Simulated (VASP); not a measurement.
# How PAW data sets and precision settings change a VASP run on TiAu

A convergence test on TiAu: the PAW data sets and precision settings. The atoms are off their equilibrium sites, so that forces can be compared too. The series runs use PBEsol. The PAW data sets tried: minimal 64: Ti Au; recommended 64: Ti_sv Au; recommended 54: Ti_sv Au; materialsproject 64: Ti_pv Au; gw 64: Ti_sv_GW Au_sv_GW. The precision settings tried: PREC = Low; PREC = Medium; PREC = Normal; PREC = Single; PREC = Accurate; LREAL = Auto; ADDGRID = .TRUE.; LASPH = .FALSE.. The atoms of the start are displaced at random from the sites of a Pmma cell.

Calculated with VASP 6.6.1; PBEsol; plane waves and PAW (Ti, Au), in the first sound run; inputs show where later runs differ.

**1. Starting point**

The structure is triclinic, space group P1 (No. 1). The conventional cell has a = 2.955 Å, b = 4.615 Å, c = 4.948 Å, α = 90.00°, β = 90.00°, γ = 90.00°. Nearest to Ti lie 8 Au at 2.77 to 2.94 Å and 4 Ti at 2.86 to 2.96 Å. Ti has 8 Au at 2.78 to 2.92 Å and 4 Ti at 2.86 to 2.96 Å nearest. Nearest to Au lie 8 Ti at 2.78 to 2.94 Å and 4 Au at 2.86 to 2.96 Å. Au has 8 Ti at 2.77 to 2.92 Å and 4 Au at 2.86 to 2.96 Å nearest. Farther neighbours are not listed.

As a file:

```xyz
4
Lattice="4.6151 0.0000 0.0000 0.0000 2.9552 0.0000 0.0000 0.0000 4.9475" Properties=species:S:1:pos:R:3 pbc="T T T"
Ti    1.2112    0.0225    4.0855
Ti    3.4694    0.0067    0.8991
Au    1.1243    1.4305    1.6340
Au    3.4803    1.4399    3.3854
```

**2. PAW data sets: minimal 64: Ti Au**

Data sets differ in which electrons are valence and how hard the partial waves are. PBEsol restores the gradient expansion of exchange and is tuned for the cells of solids.

File INCAR:

```
SYSTEM = TiAu
PREC = Accurate
ENCUT = 400
EDIFF = 1E-06
NELM = 100
ISMEAR = -1
SIGMA = 0.05
LREAL = .FALSE.
ALGO = Normal
GGA = PS
NBANDS = 21
LASPH = .TRUE.
LORBIT = 11
LWAVE = .FALSE.
LCHARG = .FALSE.
KPAR = 4
ISIF = 2
```

File POSCAR:

```
TiAu
1.0
    4.6150713700      0.0000000000      0.0000000000
    0.0000000000      2.9551944000      0.0000000000
    0.0000000000      0.0000000000      4.9475130000
Ti Au
2 2
Direct
    0.2624400000      0.0076010000      0.8257780000
    0.7517470000      0.0022670000      0.1817300000
    0.2436210000      0.4840530000      0.3302620000
    0.7541260000      0.4872420000      0.6842590000
```

File KPOINTS:

```
Automatic mesh
0
Gamma
5 8 5
0 0 0
```

The projector-augmented-wave data sets are Ti and Au (PBE family, release 64).

The run is started by

```bash
$ mpirun -np 4 vasp_std
```

Log:

```text
[banner, memory and clock lines left out]
running    4 mpi-ranks, on    1 nodes
 distrk:  each k-point on    1 cores,    4 groups
 distr:  one band on    1 cores,    1 groups

 POSCAR found type information on POSCAR TiAu
 POSCAR found :  2 types and       4 ions
|                                                                             |
|               ----> ADVICE to this user running VASP <----                  |
|                                                                             |
|     You enforced a specific xc type in the INCAR file but a different       |
|     [... a line on the potential file left out ...]
|     I HOPE YOU KNOW WHAT YOU ARE DOING!                                     |
|                                                                             |

 LDA part: xc-table for (Slater+PW92), standard interpolation
 POSCAR, INCAR and KPOINTS ok, starting setup
 FFT: planning ... GRIDC
 FFT: planning ... GRID_SOFT
 FFT: planning ... GRID
 WAVECAR not read
 entering main loop
       N       E                     dE             d eps       ncg     rms          rms(c)
DAV:   1     0.185237959994E+03    0.18524E+03   -0.10592E+04  4242   0.111E+03
DAV:   2     0.262841999868E+00   -0.18498E+03   -0.16894E+03  4422   0.253E+02
DAV:   3    -0.291837566907E+02   -0.29447E+02   -0.27569E+02  6400   0.849E+01
DAV:   4    -0.299595697792E+02   -0.77581E+00   -0.77009E+00  4726   0.172E+01
DAV:   5    -0.299696904671E+02   -0.10121E-01   -0.10110E-01  5026   0.200E+00    0.195E+01
DAV:   6    -0.263119300905E+02    0.36578E+01   -0.98861E+00  4569   0.232E+01    0.647E+00
DAV:   7    -0.260194815434E+02    0.29245E+00   -0.16610E+00  5640   0.849E+00    0.342E+00
DAV:   8    -0.260272351950E+02   -0.77537E-02   -0.24516E-01  5945   0.336E+00    0.264E+00
DAV:   9    -0.259991025869E+02    0.28133E-01   -0.21774E-01  5961   0.291E+00    0.129E+00
DAV:  10    -0.259844964670E+02    0.14606E-01   -0.75709E-02  6052   0.194E+00    0.313E-01
DAV:  11    -0.259822848768E+02    0.22116E-02   -0.10156E-02  5235   0.713E-01    0.469E-02
DAV:  12    -0.259822785220E+02    0.63547E-05   -0.12731E-04  5271   0.681E-02    0.191E-02
DAV:  13    -0.259822822764E+02   -0.37544E-05   -0.95158E-06  4642   0.222E-02    0.630E-03
DAV:  14    -0.259822815926E+02    0.68385E-06   -0.11216E-06  2975   0.871E-03
   1 F= -.25982282E+02 E0= -.25954619E+02  d E =-.553254E-01
```

Elapsed: 9.8 s, on 4 MPI ranks of Intel Xeon 6975P-C (Granite Rapids), shared host; peak memory 0.84 GiB; 37 s of CPU time.

Lines that name or quote the potential files are left out of all logs, and their timing lines are given in words.

Parts of OUTCAR (step 2):

```text
ion  position               nearest neighbor table
   1  0.262  0.008  0.826-   4 2.77   3 2.83   4 2.83   4 2.83   2 2.86   3 2.87   4 2.89   3 2.90
                             3 2.94   2 2.94
   2  0.752  0.002  0.182-   3 2.78   3 2.84   3 2.84   4 2.85   1 2.86   4 2.87   4 2.89   3 2.90
                             4 2.92   1 2.94
   3  0.244  0.484  0.330-   2 2.78   1 2.83   2 2.84   2 2.84   4 2.86   1 2.87   2 2.90   1 2.90
                             4 2.94   1 2.94
   4  0.754  0.487  0.684-   1 2.77   1 2.83   1 2.83   2 2.85   3 2.86   2 2.87   1 2.89   2 2.89
                             2 2.92   3 2.94

  LATTYP: Found a simple orthorhombic cell.
 ALAT       =     2.9551944000
 B/A-ratio  =     1.5616811435
 C/A-ratio  =     1.6741751406

 Subroutine GETGRP returns: Found  1 space group operations
 (whereof  1 operations were pure point group operations)

The static configuration has the point symmetry C_1 .

 Found    101 irreducible k-points:

   k-points           NKPTS =    101   k-points in BZ     NKDIM =    101   number of bands    NBANDS=     21

   dimension x,y,z NGX =    30 NGY =   20 NGZ =   32
   dimension x,y,z NGXF=    60 NGYF=   40 NGZF=   64

   ENCUT  =  400.0 eV  29.40 Ry    5.42 a.u.   7.53  4.82  8.07*2*pi/ulx,y,z

   NELECT =      30.0000    total number of electrons

 k-points in reciprocal lattice and weights: Automatic mesh
   0.00000000  0.00000000  0.00000000       0.005
   0.20000000  0.00000000  0.00000000       0.010
   0.40000000  0.00000000  0.00000000       0.010
   0.00000000  0.12500000  0.00000000       0.010
   0.20000000  0.12500000  0.00000000       0.010
  -0.20000000  0.12500000  0.00000000       0.010
   0.40000000  0.12500000  0.00000000       0.010
  -0.40000000  0.12500000  0.00000000       0.010
   0.00000000  0.25000000  0.00000000       0.010
[...]
0.40000000  0.50000000  0.40000000       0.010
   0.40000000  0.50000000 -0.40000000       0.010

 average (electrostatic) potential at core
       1 -23.2909       2 -23.2968       3 -67.5796       4 -67.5930

 E-fermi :   6.5269

 k-point     1 :       0.0000    0.0000    0.0000
  band No.  band energies     occupation
    ...
     12       3.7226      2.00000
     13       5.2897      2.00000
     14       6.1977      1.99724
     15       6.3133      1.97245
     16       6.5584      0.69504
     17       6.5963      0.39891
     18       8.1956      0.00000
     19       8.4299      0.00000
     20       8.5291      0.00000
     21       8.7971      0.00000

 k-point     2 :       0.2000    0.0000    0.0000
  band No.  band energies     occupation
    ...
     12       3.4657      2.00000
     13       5.4715      2.00000
     14       5.8645      2.00000
     15       6.2455      1.99282
     16       6.5440      0.83028
     17       6.8489      0.00318
     18       8.0934      0.00000
     19       8.2998      0.00000
     20       8.5589      0.00000
     21       8.7010      0.00000

 k-point     3 :       0.4000    0.0000    0.0000
  band No.  band energies     occupation
    ...
     11       2.6801      2.00000
     12       2.8490      2.00000
     13       5.7257      2.00000
     14       6.1002      1.99961
     15       6.4534      1.62579
     16       6.7874      0.01085
     17       7.0485      0.00006
     18       7.2490      0.00000
     19       8.1591      0.00000
     20       8.2763      0.00000
    ...

  Total       -2.1852409     -4.0417193     -2.2701450      0.0437898     -0.0788732     -0.1105441
  in kB      -51.8869910    -95.9677488    -53.9029787      1.0397578     -1.8727891     -2.6247917
  external PRESSURE =     -67.2525728 kB  Pullay stress =       0.0000000 kB

  energy-cutoff  :      400.00
  volume of cell :       67.48
      direct lattice vectors                 reciprocal lattice vectors
     4.615071370  0.000000000  0.000000000     0.216681373  0.000000000  0.000000000
     0.000000000  2.955194400  0.000000000     0.000000000  0.338387214  0.000000000
     0.000000000  0.000000000  4.947513000     0.000000000  0.000000000  0.202121753

 POSITION                                       TOTAL-FORCE (eV/Angst)
 -----------------------------------------------------------------------------------
      1.21118      0.02246      4.08555        -0.192807     -0.184880     -0.258283
      3.46937      0.00670      0.89911        -0.095875     -0.158428      0.411426
      1.12433      1.43047      1.63398         0.249160      0.184971     -0.149146
      3.48035      1.43989      3.38538         0.039522      0.158337     -0.003996
 -----------------------------------------------------------------------------------
    total drift:                               -0.000296     -0.000464      0.000243

  FREE ENERGIE OF THE ION-ELECTRON SYSTEM (eV)
  ---------------------------------------------------
  free  energy   TOTEN  =       -25.9822815926 eV

  energy  without entropy=      -25.9269562358  energy(sigma->0) =      -25.95461891

 total charge
# of ion       s       p       d       tot
------------------------------------------
    1        0.437   0.550   2.355   3.343
    2        0.435   0.547   2.351   3.334
    3        0.700   0.500   8.565   9.765
    4        0.702   0.503   8.564   9.769
--------------------------------------------------
tot          2.275   2.101  21.835  26.210

[... 3 further parts left out ...]
```

The k-mesh is coarse for a metal. The PAW data sets were made with PBE, which is usual practice but a small mismatch for other functionals. The data set Ti keeps the semicore shell frozen, which is cheaper and a little less accurate.

This step gave:

```yaml
scf_cycles: 14
electrons: 30
bands: 21
irreducible_k_points: 101
symmetry_operations: 1
free_energy_toten: -25.98 eV
energy_at_zero_smearing: -25.95 eV
fermi_energy: 6.527 eV
pressure: -6.725 GPa
metallic: yes
```

The series starts at -6.4887 eV an atom and -6.73 GPa, after 14 cycles in 9.8 s.

**3. PAW data sets: recommended 64: Ti sv Au**

This step: PBEsol; plane waves and PAW (Ti_sv, Au) (VASP 6.6.1).

Changes to INCAR since step 2:

```diff
@@ -10,3 +10,3 @@
 GGA = PS
-NBANDS = 21
+NBANDS = 29
 LASPH = .TRUE.
```

POSCAR is that of step 2.

KPOINTS is that of step 2.

PAW data sets: Ti_sv and Au (PBE family, release 64).

The run is started by

```bash
$ mpirun -np 4 vasp_std
```

Log:

```text
[banner, memory and clock lines left out]
running    4 mpi-ranks, on    1 nodes
[...]
[... a notice as in an earlier step ...]

 LDA part: xc-table for (Slater+PW92), standard interpolation
 POSCAR, INCAR and KPOINTS ok, starting setup
[...]
entering main loop
       N       E                     dE             d eps       ncg     rms          rms(c)
DAV:   1     0.466783103793E+03    0.46678E+03   -0.19959E+04  5866   0.154E+03
DAV:   2     0.208425824211E+02   -0.44594E+03   -0.42887E+03  6088   0.460E+02
DAV:   3    -0.268385948443E+02   -0.47681E+02   -0.46324E+02  9743   0.132E+02
DAV:   4    -0.299480268081E+02   -0.31094E+01   -0.30636E+01  7703   0.305E+01
[...]
DAV:  14    -0.261389600611E+02    0.23584E-05   -0.99540E-06  8081   0.232E-02    0.134E-02
DAV:  15    -0.261389610824E+02   -0.10213E-05   -0.40469E-06  6552   0.159E-02    0.249E-03
DAV:  16    -0.261389609784E+02    0.10395E-06   -0.46678E-07  4014   0.682E-03
   1 F= -.26138961E+02 E0= -.26111536E+02  d E =-.548496E-01
```

Run time: 15 s. Hardware: 4 MPI ranks; peak memory 0.92 GiB; 58 s of CPU time.

OUTCAR, selected parts (step 3):

```text
  Total       -1.9695556     -3.7737202     -2.1518792      0.0438334     -0.0811363     -0.0955486
  in kB      -46.7656974    -89.6043008    -51.0948395      1.0407932     -1.9265246     -2.2687342
  external PRESSURE =     -62.4882792 kB  Pullay stress =       0.0000000 kB

 POSITION                                       TOTAL-FORCE (eV/Angst)
 -----------------------------------------------------------------------------------
      1.21118      0.02246      4.08555        -0.205378     -0.189238     -0.290158
      3.46937      0.00670      0.89911        -0.092182     -0.162620      0.446078
      1.12433      1.43047      1.63398         0.255098      0.189552     -0.157198
      3.48035      1.43989      3.38538         0.042462      0.162306      0.001278
 -----------------------------------------------------------------------------------
    total drift:                                0.000045     -0.000197      0.000453

  FREE ENERGIE OF THE ION-ELECTRON SYSTEM (eV)
  ---------------------------------------------------
  free  energy   TOTEN  =       -26.1389609784 eV

  energy  without entropy=      -26.0841114000  energy(sigma->0) =      -26.11153619

[... 1 part as in an earlier step ...]

[... 2 further parts left out ...]
[key lines of the parts left out:]
E-fermi :   9.3032
```

With 46 valence electrons the pressure is -6.25 GPa, +0.48 GPa from the first of the series, after 16 cycles in 15 s.

**4. PAW data sets: recommended 54: Ti sv Au**

INCAR is that of step 3.

POSCAR is that of step 3.

KPOINTS is that of step 3.

PAW data sets: Ti_sv and Au (PBE family, release 54).

The run is started by

```bash
$ mpirun -np 4 vasp_std
```

Log:

```text
[... set-up lines as in an earlier step ...]
 entering main loop
       N       E                     dE             d eps       ncg     rms          rms(c)
[... 16 cycles as in an earlier step ...]
   1 F= -.26138961E+02 E0= -.26111536E+02  d E =-.548496E-01
```

It took 15 s on 4 MPI ranks; peak memory 0.92 GiB; 58 s of CPU time.

OUTCAR, selected parts (step 4):

```text
[... 6 parts as in an earlier step ...]

[... 1 further part left out ...]
[key lines of the parts left out:]
E-fermi :   9.3032
```

With 46 valence electrons the pressure is -6.25 GPa, +0.48 GPa from the first of the series, after 16 cycles in 15 s.

**5. PAW data sets: materialsproject 64: Ti pv Au**

This step: PBEsol; plane waves and PAW (Ti_pv, Au) (VASP 6.6.1).

Changes to INCAR since step 4:

```diff
@@ -10,3 +10,3 @@
 GGA = PS
-NBANDS = 29
+NBANDS = 27
 LASPH = .TRUE.
```

POSCAR is that of step 4.

KPOINTS is that of step 4.

PAW data sets: Ti_pv and Au (PBE family, release 64).

The run is started by

```bash
$ mpirun -np 4 vasp_std
```

Log:

```text
[... set-up lines as in an earlier step ...]
 entering main loop
       N       E                     dE             d eps       ncg     rms          rms(c)
DAV:   1     0.373865025666E+03    0.37387E+03   -0.18258E+04  5462   0.137E+03
DAV:   2     0.600240462403E+01   -0.36786E+03   -0.35703E+03  5487   0.415E+02
DAV:   3    -0.292277292217E+02   -0.35230E+02   -0.33749E+02  7583   0.108E+02
DAV:   4    -0.301064593322E+02   -0.87873E+00   -0.87199E+00  6493   0.199E+01
[...]
DAV:  12    -0.260810012462E+02    0.30013E-04   -0.37349E-04  7208   0.142E-01    0.294E-02
DAV:  13    -0.260810033705E+02   -0.21243E-05   -0.18530E-05  6625   0.304E-02    0.838E-03
DAV:  14    -0.260810025715E+02    0.79898E-06   -0.17175E-06  4550   0.108E-02
   1 F= -.26081003E+02 E0= -.26053517E+02  d E =-.549712E-01
```

Run time: 12 s. Hardware: 4 MPI ranks; peak memory 0.9 GiB.

From OUTCAR (step 5):

```text
  Total       -1.8741058     -3.6784422     -2.0431493      0.0442343     -0.0807175     -0.0969230
  in kB      -44.4993080    -87.3419921    -48.5131264      1.0503112     -1.9165801     -2.3013681
  external PRESSURE =     -60.1181422 kB  Pullay stress =       0.0000000 kB

 POSITION                                       TOTAL-FORCE (eV/Angst)
 -----------------------------------------------------------------------------------
      1.21118      0.02246      4.08555        -0.203581     -0.188562     -0.288253
      3.46937      0.00670      0.89911        -0.092177     -0.161807      0.443676
      1.12433      1.43047      1.63398         0.253714      0.188730     -0.154980
      3.48035      1.43989      3.38538         0.042043      0.161639     -0.000444
 -----------------------------------------------------------------------------------
    total drift:                               -0.000342     -0.000863      0.000540

  FREE ENERGIE OF THE ION-ELECTRON SYSTEM (eV)
  ---------------------------------------------------
  free  energy   TOTEN  =       -26.0810025715 eV

  energy  without entropy=      -26.0260313768  energy(sigma->0) =      -26.05351697

[... 1 part as in an earlier step ...]

[... 2 further parts left out ...]
[key lines of the parts left out:]
E-fermi :   8.0242
```

With 42 valence electrons the pressure is -6.01 GPa, +0.71 GPa from the first of the series, after 14 cycles in 12 s.

**6. PAW data sets: GW 64: Ti sv GW Au sv GW**

This step: PBEsol; plane waves and PAW (Ti_sv_GW, Au_sv_GW) (VASP 6.6.1).

Changes to INCAR since step 5:

```diff
@@ -2,3 +2,3 @@
 PREC = Accurate
-ENCUT = 400
+ENCUT = 500
 EDIFF = 1E-06
@@ -10,3 +10,3 @@
 GGA = PS
-NBANDS = 27
+NBANDS = 38
 LASPH = .TRUE.
```

POSCAR is that of step 5.

KPOINTS is that of step 5.

PAW data sets: Ti_sv_GW and Au_sv_GW (PBE family, release 64).

The run is started by

```bash
$ mpirun -np 4 vasp_std
```

Log:

```text
[... set-up lines as in an earlier step ...]
 entering main loop
       N       E                     dE             d eps       ncg     rms          rms(c)
DAV:   1     0.180554439289E+04    0.18055E+04   -0.30450E+04  9196   0.237E+03
DAV:   2     0.272993547923E+03   -0.15326E+04   -0.14950E+04 10516   0.138E+03
DAV:   3     0.273274997281E+01   -0.27026E+03   -0.25796E+03 14008   0.691E+02
DAV:   4    -0.317344360973E+02   -0.34467E+02   -0.31977E+02 15144   0.250E+02
[...]
DAV:  18    -0.294115135355E+02   -0.39343E-05   -0.39380E-05  8056   0.311E-02    0.191E-03
DAV:  19    -0.294115153052E+02   -0.17697E-05   -0.18236E-05  7776   0.203E-02    0.669E-04
DAV:  20    -0.294115160780E+02   -0.77286E-06   -0.79570E-06  7496   0.174E-02
   1 F= -.29411516E+02 E0= -.29384149E+02  d E =-.547345E-01
```

Run time: 40 s. Hardware: 4 MPI ranks; peak memory 1.5 GiB.

OUTCAR, selected parts (step 6):

```text
  Total       -2.3548378     -4.1673603     -2.5420465      0.0436769     -0.0806932     -0.0982185
  in kB      -55.9139476    -98.9510057    -60.3590852      1.0370772     -1.9160021     -2.3321286
  external PRESSURE =     -71.7413462 kB  Pullay stress =       0.0000000 kB

 POSITION                                       TOTAL-FORCE (eV/Angst)
 -----------------------------------------------------------------------------------
      1.21118      0.02246      4.08555        -0.204102     -0.186396     -0.293539
      3.46937      0.00670      0.89911        -0.089859     -0.160512      0.447631
      1.12433      1.43047      1.63398         0.254261      0.186973     -0.162916
      3.48035      1.43989      3.38538         0.039700      0.159936      0.008824
 -----------------------------------------------------------------------------------
    total drift:                                0.000352     -0.000128     -0.000279

  FREE ENERGIE OF THE ION-ELECTRON SYSTEM (eV)
  ---------------------------------------------------
  free  energy   TOTEN  =       -29.4115160780 eV

  energy  without entropy=      -29.3567815869  energy(sigma->0) =      -29.38414883

[... 3 further parts left out ...]
[key lines of the parts left out:]
E-fermi :   8.9366
```

With 62 valence electrons the pressure is -7.17 GPa, -0.45 GPa from the first of the series, after 20 cycles in 40 s.

**7. The PAW data sets series as a table**

This step: convergence of PBEsol results with the datasets; plane waves and PAW (VASP 6.6.1).

Derived from the runs above.

Differences are taken from the run with recommended 64: Ti_sv Au. Results of the series, by row:

```csv
setting,status,pressure (GPa),largest force difference (meV/Å),SCF cycles,wall time (s)
"minimal 64: Ti Au, 400 eV",converged,-6.725,34.65,14,9.8
"recommended 64: Ti_sv Au, 400 eV",converged,-6.249,0,16,15
"recommended 54: Ti_sv Au, 400 eV",converged,-6.249,0,16,15
"materialsproject 64: Ti_pv Au, 400 eV",converged,-6.012,2.402,14,12.2
"gw 64: Ti_sv_GW Au_sv_GW, 500 eV",converged,-7.174,7.546,20,40
```

(Part 1 of 3 ends here.)

[Lines on the potential files, build, host, timing and source positions are cut from VASP's logs without a mark.]

[Logs are printed without paths, hosts, clocks, repeated set-up lines and the standing remarks that a program may print on its own settings, such as how far it seeks lower states.]

[Hosts, paths, dates, database ids (printed as entryN), source tags and the programs' standing remarks are cut or masked in the printed files.]

[A measured line is paired with the nearest computed mode of its activity, which favours agreement.]
